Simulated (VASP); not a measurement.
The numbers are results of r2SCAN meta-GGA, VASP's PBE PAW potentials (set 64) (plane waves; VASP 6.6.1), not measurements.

Input for VASP

**INCAR**
```
SYSTEM = W
PREC = Accurate
ENCUT = 480
EDIFF = 1E-7
NELM = 100
ALGO = Normal
LREAL = .FALSE.
LASPH = .TRUE.
ISMEAR = 1
SIGMA = 0.1
METAGGA = R2SCAN
LMIXTAU = .TRUE.
LMAXMIX = 6
LWAVE = .FALSE.
LCHARG = .FALSE.
ISIF = 2
```

File KPOINTS:
```
Automatic mesh
0
G
16 16 16
0 0 0
```

### POSCAR
```
W
3.1726380
 -0.4999999926   0.4999999926   0.4999999926
  0.4999999926  -0.4999999926   0.4999999926
  0.4999999926   0.4999999926  -0.4999999926
W
1
Cart
  0.0000000000   0.0000000000   0.0000000000
```

POTCAR, in this order: W_sv (PBE.64 set). Program: vasp_std.

**Question.** What will the output report for the number of irreducible k-points (NKPTS), number of bands (NBANDS), largest plane-wave count, number of space-group operations, FFT grid (NGX, NGY, NGZ)?

**Answer.** 
The number of irreducible k-points (NKPTS) is 145 and the number of bands (NBANDS) comes out as 11. The largest plane-wave count is 394, the number of space-group operations is 48 and the FFT grid (NGX, NGY, NGZ) is 20 × 20 × 20.

The compound is W in the bcc structure. It was relaxed first.
